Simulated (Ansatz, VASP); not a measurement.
# TiSi2: VASP beside Ansatz

Aim: how closely do two programs agree when they are given the same cell, functional and k mesh? Of the first pair: The cell is taken from a series of runs on this material, whose earlier steps may have relaxed, scaled, displaced or heated it; both programs get it as it stands.

Program: Ansatz 0.2.0. Level of theory: plane waves, with VASP 6.6.1 beside it; relaxation of cell and atoms at PBEsol and single point at PBEsol. Results are calculated unless marked as measured.

## Step 1: Set-up

The structure is orthorhombic, space group Cmcm (No. 63). Conventional cell: a = 3.517 Å, b = 13.349 Å, c = 3.555 Å, α = 90.00°, β = 90.00°, γ = 90.00°. Nearest to Si lie 2 Si at 2.39 Å and 6 Ti at 2.56 to 2.79 Å. Si has 4 Si at 2.50 Å and 4 Ti at 2.64 to 2.65 Å nearest. Nearest to Ti lie 10 Si at 2.56 to 2.79 Å. Farther neighbours are not listed.

## Step 2: VASP: relaxation of cell and atoms, PBEsol

The relaxed volume is the usual yardstick between codes: in a stiff, nearly cubic crystal its relative difference is about their pressure difference at one cell divided by the bulk modulus.

Lines of VASP's logs that name or quote its potential files are left out, and so is its time.

Input file INCAR:

```
SYSTEM = TiSi2
PREC = Accurate
ENCUT = 500
EDIFF = 1E-07
NELM = 120
ISMEAR = 1
SIGMA = 0.2
LREAL = .FALSE.
ALGO = Normal
GGA = PS
NBANDS = 26
LASPH = .TRUE.
LORBIT = 11
LWAVE = .FALSE.
LCHARG = .FALSE.
ISIF = 3
IBRION = 2
NSW = 80
EDIFFG = -0.005
GGA_COMPAT = .FALSE.
NELMIN = 4
KPAR = 2
```

Input file POSCAR:

```
TiSi2
1.0
    1.7583910000     -6.6743020000      0.0000000000
    1.7583910000      6.6743020000      0.0000000000
    0.0000000000      0.0000000000      3.5554840000
Si Ti
4 2
Direct
    0.5599799799      0.4400200201      0.7500000000
    0.4400200201      0.5599799799      0.2500000000
    0.2497197460      0.7502802540      0.7500000000
    0.7502802540      0.2497197460      0.2500000000
    0.8975103314      0.1024896686      0.7500000000
    0.1024896686      0.8975103314      0.2500000000
```

Input file KPOINTS:

```
Automatic mesh
0
Gamma
12 12 12
0 0 0
```

The projector-augmented-wave data sets are Si and Ti_sv (PBE family, release 64).

Started as:

```
mpirun -np 2 vasp_std
```

Numbers of over 12 decimals in the logs are rounded to 6 here.

Log:

```text
[banner, memory and clock lines left out]
running    2 mpi-ranks, on    1 nodes
 distrk:  each k-point on    1 cores,    2 groups
 distr:  one band on    1 cores,    1 groups

 POSCAR found type information on POSCAR SiTi
 POSCAR found :  2 types and       6 ions
|                                                                             |
|               ----> ADVICE to this user running VASP <----                  |
|                                                                             |
|     You enforced a specific xc type in the INCAR file but a different       |
|     [... a line on the potential file left out ...]
|     I HOPE YOU KNOW WHAT YOU ARE DOING!                                     |
|                                                                             |

 LDA part: xc-table for (Slater+PW92), standard interpolation
 POSCAR, INCAR and KPOINTS ok, starting setup
 FFT: planning ... GRIDC
 FFT: planning ... GRID_SOFT
 FFT: planning ... GRID
 WAVECAR not read
 entering main loop
       N       E                     dE             d eps       ncg     rms          rms(c)
DAV:   1     0.379113328918E+03    0.37911E+03   -0.18892E+04 15684   0.159E+03
DAV:   2     0.855263487682E+00   -0.37826E+03   -0.37180E+03 15710   0.457E+02
DAV:   3    -0.441470248783E+02   -0.45002E+02   -0.44357E+02 27174   0.129E+02
DAV:   4    -0.474158611688E+02   -0.32688E+01   -0.32512E+01 21744   0.323E+01
DAV:   5    -0.476122283339E+02   -0.19637E+00   -0.19629E+00 24366   0.686E+00    0.199E+01
DAV:   6    -0.444763417613E+02    0.31359E+01   -0.43768E+01 22048   0.471E+01    0.757E+00
DAV:   7    -0.437990447382E+02    0.67730E+00   -0.10671E+01 21058   0.233E+01    0.576E+00
DAV:   8    -0.436899107560E+02    0.10913E+00   -0.93396E-01 21020   0.726E+00    0.930E-01
DAV:   9    -0.436901904632E+02   -0.27971E-03   -0.62757E-02 23844   0.182E+00    0.617E-01
DAV:  10    -0.436908148349E+02   -0.62437E-03   -0.10173E-02 22566   0.818E-01    0.175E-01
DAV:  11    -0.436907455786E+02    0.69256E-04   -0.19720E-03 21594   0.326E-01    0.321E-02
DAV:  12    -0.436907395727E+02    0.60059E-05   -0.20992E-04 22756   0.106E-01    0.102E-02
DAV:  13    -0.436907382058E+02    0.13669E-05   -0.11567E-05 22314   0.299E-02    0.328E-03
DAV:  14    -0.436907382113E+02   -0.54988E-08   -0.17536E-06 24462   0.950E-03    0.300E-03
DAV:  15    -0.436907383379E+02   -0.12657E-06   -0.52480E-07 17270   0.567E-03    0.605E-04
DAV:  16    -0.436907383522E+02   -0.14339E-07   -0.22849E-08 10620   0.163E-03
   1 F= -.43690738E+02 E0= -.43690705E+02  d E =-.436907E+02
[...]
2 F= -.43690759E+02 E0= -.43690728E+02  d E =-.207582E-04
[...]
3 F= -.43690782E+02 E0= -.43690750E+02  d E =-.437371E-04
[...]
4 F= -.43690782E+02 E0= -.43690750E+02  d E =-.438672E-04
[...]
5 F= -.43690782E+02 E0= -.43690750E+02  d E =-.434377E-04
[...]
6 F= -.43690782E+02 E0= -.43690750E+02  d E =-.435411E-04
 curvature:  -0.03 expect dE=-0.515E-06 dE for cont linesearch -0.924E-08
 ZBRENT: accuracy reached
 trial: gam= 0.14274 g(F)=  0.520E-05 g(S)=  0.999E-05 ort =-0.643E-05 (trialstep = 0.921E+00)
 search vector abs. value=  0.164E-04
 bond charge predicted
       N       E                     dE             d eps       ncg     rms          rms(c)
DAV:   1    -0.436908013781E+02   -0.19465E-04   -0.69358E-04 18632   0.317E-01    0.326E-02
DAV:   2    -0.436907928483E+02    0.85298E-05   -0.12582E-04 20150   0.977E-02    0.137E-02
DAV:   3    -0.436907890131E+02    0.38352E-05   -0.21156E-05 23936   0.295E-02    0.820E-03
DAV:   4    -0.436907881544E+02    0.85872E-06   -0.67505E-06 26464   0.204E-02    0.364E-03
DAV:   5    -0.436907884042E+02   -0.24984E-06   -0.56445E-07 18332   0.610E-03    0.214E-03
DAV:   6    -0.436907887896E+02   -0.38541E-06   -0.17894E-07 15690   0.317E-03    0.240E-04
DAV:   7    -0.436907887912E+02   -0.15957E-08   -0.37581E-08  8914   0.118E-03
   7 F= -.43690789E+02 E0= -.43690754E+02  d E =-.689791E-05
 trial-energy change:   -0.000007  1 .order   -0.000008   -0.000013   -0.000004
 step:   1.2751(harm=  1.2751)  dis= 0.00045  next Energy=   -43.690791 (dE=-0.910E-05)
 reached required accuracy - stopping structural energy minimisation
```

Parts of OUTCAR (step 2):

```text
ion  position               nearest neighbor table
   1  0.560  0.440  0.750-   2 2.39   2 2.39   6 2.56   6 2.56   6 2.56   6 2.56   5 2.79   5 2.79
                             3 3.08   3 3.08   4 3.10   4 3.10
   2  0.440  0.560  0.250-   1 2.39   1 2.39   5 2.56   5 2.56   5 2.56   5 2.56   6 2.79   6 2.79
                             4 3.08   4 3.08   3 3.10   3 3.10
   3  0.250  0.750  0.750-   4 2.50   4 2.50   4 2.50   4 2.50   5 2.64   5 2.64   6 2.65   6 2.65
                             1 3.08   1 3.08   2 3.10   2 3.10
   4  0.750  0.250  0.250-   3 2.50   3 2.50   3 2.50   3 2.50   6 2.64   6 2.64   5 2.65   5 2.65
                             2 3.08   2 3.08   1 3.10   1 3.10
   5  0.898  0.102  0.750-   2 2.56   2 2.56   2 2.56   2 2.56   3 2.64   3 2.64   4 2.65   4 2.65
                             1 2.79   1 2.79
   6  0.102  0.898  0.250-   1 2.56   1 2.56   1 2.56   1 2.56   4 2.64   4 2.64   3 2.65   3 2.65
                             2 2.79   2 2.79

  LATTYP: Found a base centered orthorhombic cell.
 ALAT       =     3.5167820000
 B/A-ratio  =     3.7956870798
 C/A-ratio  =     1.0110049471

 Subroutine GETGRP returns: Found  8 space group operations
 (whereof  4 operations were pure point group operations)

The static configuration has the point symmetry C_2h.
 The point group associated with its full space group is D_2h.

 Found    301 irreducible k-points:

   k-points           NKPTS =    301   k-points in BZ     NKDIM =    301   number of bands    NBANDS=     26

   dimension x,y,z NGX =    50 NGY =   50 NGZ =   28
   dimension x,y,z NGXF=   100 NGYF=  100 NGZF=   56

   ENCUT  =  500.0 eV  36.75 Ry    6.06 a.u.  12.58 12.58  6.48*2*pi/ulx,y,z

   NELECT =      40.0000    total number of electrons

 k-points in reciprocal lattice and weights: Automatic mesh
   0.00000000  0.00000000  0.00000000       0.001
   0.08333333  0.00000000  0.00000000       0.002
   0.16666667  0.00000000  0.00000000       0.002
   0.25000000 -0.00000000  0.00000000       0.002
   0.33333333  0.00000000  0.00000000       0.002
   0.41666667  0.00000000  0.00000000       0.002
   0.50000000 -0.00000000  0.00000000       0.001
   0.08333333  0.08333333  0.00000000       0.001
   0.16666667  0.08333333  0.00000000       0.002
[...]
-0.41666667  0.41666667  0.50000000       0.001
   0.50000000  0.50000000  0.50000000       0.001

 average (electrostatic) potential at core
       1 -78.6514       2 -78.6514       3 -78.7393       4 -78.7393       5 -69.7683
       6 -69.7683

 E-fermi :  10.7012

 k-point     1 :       0.0000    0.0000    0.0000
  band No.  band energies     occupation
    ...
     15       8.1397      2.00000
     16       8.1798      2.00000
     17       8.5082      2.00000
     18       8.6715      2.00000
     19       8.6916      2.00000
     20      11.1468     -0.00716
     21      11.5177     -0.00000
     22      11.5223     -0.00000
     23      11.5969     -0.00000
     24      12.0278     -0.00000
    ...

 k-point     2 :       0.0833    0.0000    0.0000
  band No.  band energies     occupation
    ...
     15       7.8266      2.00000
     16       8.1279      2.00000
     17       8.3429      2.00000
     18       8.9467      2.00000
     19       9.0011      2.00000
     20      11.1562     -0.00597
     21      11.2417     -0.00089
     22      11.5797     -0.00000
     23      11.6335     -0.00000
     24      11.9242     -0.00000
    ...

 k-point     3 :       0.1667    0.0000    0.0000
  band No.  band energies     occupation
    ...
     16       8.0456      2.00000
     17       8.2145      2.00000
     18       9.1641      2.00000
     19       9.3795      2.00000
     20      10.6186      1.63742
     21      11.3195     -0.00011
     22      11.5841     -0.00000
     23      11.7321     -0.00000
     24      11.7882     -0.00000
     25      12.3639     -0.00000
    ...

  Total       -0.0016696     -0.0101729     -0.0035265      0.0000000      0.0000000      0.0000000
  in kB       -0.0320292     -0.1951558     -0.0676518      0.0000000      0.0000000      0.0000000
  external PRESSURE =      -0.0982789 kB  Pullay stress =       0.0000000 kB

  energy-cutoff  :      500.00
  volume of cell :       83.52
      direct lattice vectors                 reciprocal lattice vectors
     1.758226391 -6.675656579  0.000000000     0.284377485 -0.074899000 -0.000000000
     1.758226391  6.675656579 -0.000000000     0.284377485  0.074899000  0.000000000
     0.000000000 -0.000000000  3.557750338     0.000000000  0.000000000  0.281076496

 POSITION                                       TOTAL-FORCE (eV/Angst)
 -----------------------------------------------------------------------------------
      1.75823     -0.80141      2.66831         0.000000     -0.000186      0.000000
      1.75823      0.80141      0.88944         0.000000      0.000186     -0.000000
      1.75823      3.34210      2.66831         0.000000      0.004517     -0.000000
      1.75823     -3.34210      0.88944         0.000000     -0.004517      0.000000
      1.75823     -5.30754      2.66831         0.000000      0.000259     -0.000000
      1.75823      5.30754      0.88944         0.000000     -0.000259      0.000000
 -----------------------------------------------------------------------------------
    total drift:                                0.000000      0.000000     -0.000000

  FREE ENERGIE OF THE ION-ELECTRON SYSTEM (eV)
  ---------------------------------------------------
  free  energy   TOTEN  =       -43.6907887912 eV

  energy  without entropy=      -43.6906852344  energy(sigma->0) =      -43.69075427

 reached required accuracy - stopping structural energy minimisation

 total charge
# of ion       s       p       d       tot
------------------------------------------
    1        0.770   0.918   0.000   1.688
    2        0.770   0.918   0.000   1.688
    3        0.748   0.893   0.000   1.641
    4        0.748   0.893   0.000   1.641
    5        2.167   6.150   2.129  10.446
    6        2.167   6.150   2.129  10.446
--------------------------------------------------
tot          7.370  15.922   4.259  27.551

[... 3 further parts left out ...]
```

(Part 1 of 3 ends here.)

[Lines on the potential files, build, host, timing and source positions are cut from VASP's logs without a mark.]

[Logs are printed without paths, hosts, clocks, repeated set-up lines and the standing remarks that a program may print on its own settings, such as how far it seeks lower states.]

[Hosts, paths, dates, database ids (printed as entryN), source tags and the programs' standing remarks are cut or masked in the printed files.]
